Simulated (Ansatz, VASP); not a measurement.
# Al in two plane-wave programs, part 2 of 2

Aim: how closely do two programs agree when they are given the same cell, functional and k mesh? Of the first pair: The structure shown is the start of the Ansatz relaxation below; VASP solves that cell, so the two are compared at the walk's first step.

VASP 6.6.1 and Ansatz 0.2.0.

So far. Step 4 (Differences): The forces differ by 1.7 meV/Å r.m.s., which is 5.4 % of the r.m.s. force of 0.031 eV/Å (both taken over all components). With vacuum in the cell, a pressure given here is an average over mostly empty space and none of the material.

**5. Ansatz: single point, PBEsol, pair 2**

Level of this step: Ansatz beside VASP: Kohn-Sham DFT, plane waves, PBEsol (Ansatz).

With cell and atoms fixed, the geometry can't cause a difference; cores, projectors, grids and the points listed under the comparison can.

The cell is taken from a series of runs on this material, whose earlier steps may have relaxed, scaled, displaced or heated it; both programs get it as it stands.

Input file input.yaml:

```yaml
crystal:
  lattice:
    - [2.8637824638, 0.0, 0.0]
    - [1.4318912319, 2.4801083646, 0.0]
    - [0.0, 0.0, 23.3530743609]
  atoms:
    - { symbol: Al, position: [0.0, 0.0, 0.6988560322] }
    - { symbol: Al, position: [0.6666666667, 0.6666666667, 0.5985121814] }
    - { symbol: Al, position: [0.3333333333, 0.3333333333, 0.5] }
    - { symbol: Al, position: [0.0, 0.0, 0.4014878186] }
    - { symbol: Al, position: [0.6666666667, 0.6666666667, 0.3011439678] }
kpoints:
  mp_grid: { grid: [18, 18, 1] }
scf:
  occupations: { method: fermi_dirac, width: 0.05 }
  n_extra_bands: 8
hamiltonian:
  xc: pbesol
  pseudopotentials: { kind: paw, azcp: { folder: soft_1 }, xc_functional: pbe }
output:
  forces: true
  write_potential: true
  volumetric_format: []
  dos:
    projected: true
    de: 0.05
    e_range: [-30, 12]
    method: { smearing: { sigma: 0.15, scheme: gaussian } }
  eigenstates:
    kpoints:
      - [-0.33333333, 0.33333333, 0.0]
      - [-0.36666667, 0.31666667, 0.0]
      - [-0.4, 0.3, 0.0]
      - [-0.43333333, 0.28333333, 0.0]
      - [-0.46666667, 0.26666667, 0.0]
      - [0.5, 0.25, 0.0]
      - [0.46666667, 0.23333333, 0.0]
      - [0.43333333, 0.21666667, 0.0]
      - [0.4, 0.2, 0.0]
      - [0.36666667, 0.18333333, 0.0]
      - [0.33333333, 0.16666667, 0.0]
      - [0.3, 0.15, 0.0]
      - [0.26666667, 0.13333333, 0.0]
      - [0.23333333, 0.11666667, 0.0]
      - [0.2, 0.1, 0.0]
      - [0.16666667, 0.08333333, 0.0]
      - [0.13333333, 0.06666667, 0.0]
      - [0.1, 0.05, 0.0]
      - [0.06666667, 0.03333333, 0.0]
      - [0.03333333, 0.01666667, 0.0]
      - [0.0, 0.0, 0.0]
      - [0.02777778, 0.0, 0.0]
      - [0.05555556, 0.0, 0.0]
      - [0.08333333, 0.0, 0.0]
      - [0.11111111, 0.0, 0.0]
      - [0.13888889, 0.0, 0.0]
      - [0.16666667, 0.0, 0.0]
      - [0.19444444, 0.0, 0.0]
      - [0.22222222, 0.0, 0.0]
      - [0.25, 0.0, 0.0]
      - [0.27777778, 0.0, 0.0]
      - [0.30555556, 0.0, 0.0]
      - [0.33333333, 0.0, 0.0]
      - [0.36111111, 0.0, 0.0]
      - [0.38888889, 0.0, 0.0]
      - [0.41666667, 0.0, 0.0]
      - [0.44444444, 0.0, 0.0]
      - [0.47222222, 0.0, 0.0]
      - [0.5, 0.0, 0.0]
      - [-0.48333333, 0.03333333, 0.0]
      - [-0.46666667, 0.06666667, 0.0]
      - [-0.45, 0.1, 0.0]
      - [-0.43333333, 0.13333333, 0.0]
      - [-0.41666667, 0.16666667, 0.0]
      - [-0.4, 0.2, 0.0]
      - [-0.38333333, 0.23333333, 0.0]
      - [-0.36666667, 0.26666667, 0.0]
      - [-0.35, 0.3, 0.0]
    e_range: [-8.0, 4.0]
    unfold:
      supercell_matrix: [[1, 0, 0], [0, 1, 0], [0, 0, 1]]
      layers:
        axis: 3
        edges: [0.129861, 0.426116, 0.426216, 0.573784, 0.573884, 0.870139]
```

Command:

```bash
$ ansatz run input.yaml --threads 4 --pin off --max-ram 11264MiB --backend cpu --events-out ev --progress --plain --runs-dir out
```

Numbers of over 12 decimals in the logs are rounded to 6 here.

Log:

```text
[...]
Crystal: 5 atoms, lattice volume = 165.865 Å³
Basis set: ecut = 420 eV, 3271 PW (Γ), exchange–correlation on 40×40×320 points (8 copies of the dense FFT grid, shifted against one another)
Bands: 16, of which v1, the nominal top of the filled ones, is band 8 counted from 1 (7 counted from 0)
Symmetry: 12 space group operations
[...]
k-points: 37 of 324
[...]
--- Band table (eV; the first three rows and the last of 37) ---
  k-point 0: bands = [... 4 lower, -3.6731, -1.6569, 0.8039, 3.1506, 4.9886, 6.1089, 6.2728, 8.2828, ... 4 higher]
  k-point 1: bands = [... 4 lower, -3.6003, -1.5875, 0.8732, 3.2188, 5.0588, 6.1805, 6.3441, 8.3481, ... 4 higher]
  k-point 2: bands = [... 4 lower, -3.3822, -1.3795, 1.0801, 3.4213, 5.2664, 6.3921, 6.5543, 8.4921, ... 4 higher]
  k-point 36: bands = [... 4 lower, -0.5151, -0.5151, 0.3141, 0.3141, 0.8269, 1.6011, 2.5465, 2.5465, ... 4 higher]
[key lines of the parts left out:]
SCF converged after 8 iterations
Free energy (F): -2621.871090 eV
Fermi energy:    1.870787 eV
```

**6. VASP: single point, PBEsol, pair 2**

The same cell, functional, mesh and smearing now go to VASP, with its own data sets.

Input file INCAR:

```
SYSTEM = Al
PREC = Accurate
ENCUT = 400
EDIFF = 1E-06
NELM = 120
ISMEAR = -1
SIGMA = 0.05
LREAL = .FALSE.
ALGO = Normal
GGA = PS
NBANDS = 13
LORBIT = 11
LWAVE = .FALSE.
LCHARG = .FALSE.
ISIF = 2
LASPH = .TRUE.
GGA_COMPAT = .FALSE.
KPAR = 2
```

Input file POSCAR:

```
Al
1.0
    2.8637824638      0.0000000000      0.0000000000
    1.4318912319      2.4801083646      0.0000000000
    0.0000000000      0.0000000000     23.3530743609
Al
5
Direct
    0.0000000001      0.0000000001      0.6988560322
    0.6666666667      0.6666666667      0.5985121814
    0.3333333334      0.3333333334      0.5000000000
    0.0000000001      0.0000000001      0.4014878186
    0.6666666667      0.6666666667      0.3011439678
```

Input file KPOINTS:

```
Automatic mesh
0
Gamma
18 18 1
0 0 0
```

The projector-augmented-wave data sets are Al (PBE family, release 64).

Command:

```bash
$ mpirun -np 2 vasp_std
```

Log:

```text
[banner, memory and clock lines left out]
running    2 mpi-ranks, on    1 nodes
[...]
[... a notice as in an earlier step ...]

 LDA part: xc-table for (Slater+PW92), standard interpolation
 POSCAR, INCAR and KPOINTS ok, starting setup
[...]
entering main loop
       N       E                     dE             d eps       ncg     rms          rms(c)
DAV:   1     0.260244382943E+02    0.26024E+02   -0.41052E+03   962   0.659E+02
DAV:   2    -0.181137043471E+02   -0.44138E+02   -0.39486E+02  1296   0.114E+02
DAV:   3    -0.202380481539E+02   -0.21243E+01   -0.20406E+01  1341   0.246E+01
DAV:   4    -0.203053252745E+02   -0.67277E-01   -0.67140E-01  1420   0.535E+00
[...]
DAV:  18    -0.195866816390E+02   -0.45475E-04   -0.51761E-06   908   0.545E-03    0.856E-04
DAV:  19    -0.195866928852E+02   -0.11246E-04   -0.10351E-06   889   0.240E-03    0.396E-04
DAV:  20    -0.195866930409E+02   -0.15568E-06   -0.20990E-08   749   0.790E-04
   1 F= -.19586693E+02 E0= -.19578992E+02  d E =-.154025E-01
```

From OUTCAR (step 6):

```text
  Total       -2.0770120     -2.0770120     -0.0303520      0.0000000     -0.0000000      0.0000000
  in kB      -20.0629524    -20.0629524     -0.2931863      0.0000000     -0.0000000      0.0000000
  external PRESSURE =     -13.4730304 kB  Pullay stress =       0.0000000 kB

 POSITION                                       TOTAL-FORCE (eV/Angst)
 -----------------------------------------------------------------------------------
      0.00000      0.00000     16.32044        -0.000000     -0.000000     -0.010825
      2.86378      1.65341     13.97710         0.000000     -0.000000      0.018562
      1.43189      0.82670     11.67654        -0.000000     -0.000000      0.000000
      0.00000      0.00000      9.37597         0.000000      0.000000     -0.018562
      2.86378      1.65341      7.03264         0.000000     -0.000000      0.010825
 -----------------------------------------------------------------------------------
    total drift:                                0.000000      0.000000     -0.000000

  FREE ENERGIE OF THE ION-ELECTRON SYSTEM (eV)
  ---------------------------------------------------
  free  energy   TOTEN  =       -19.5866930409 eV

  energy  without entropy=      -19.5712904942  energy(sigma->0) =      -19.57899177

[... 1 part as in an earlier step ...]

[... 2 further parts left out ...]
[key lines of the parts left out:]
E-fermi :   1.9088
```

**7. Differences**

At this near-relaxed geometry the largest component of a force difference is 4 meV/Å. With vacuum in the cell, a pressure given here is an average over mostly empty space and none of the material.

**8. Results**

```
r.m.s. force difference (single point, PBEsol, start cell, pair 1) : 1.7 meV/Å
r.m.s. force difference (single point, PBEsol, pair 2)             : 1.4 meV/Å
```

What this shows: The r.m.s. force difference is 1.7 meV/Å (single point, PBEsol, start cell, pair 1), within the 12 meV/Å picked in this series as the mark of a large difference. 1 further run of this series is not shown here. Such differences can come from data sets, numerical settings and the points named under the comparisons, not from the functional's error against experiment.

[Lines on the potential files, build, host, timing and source positions are cut from VASP's logs without a mark.]

[Logs are printed without paths, hosts, clocks, repeated set-up lines and the standing remarks that a program may print on its own settings, such as how far it seeks lower states.]

[Hosts, paths, dates, database ids (printed as entryN), source tags and the programs' standing remarks are cut or masked in the printed files.]
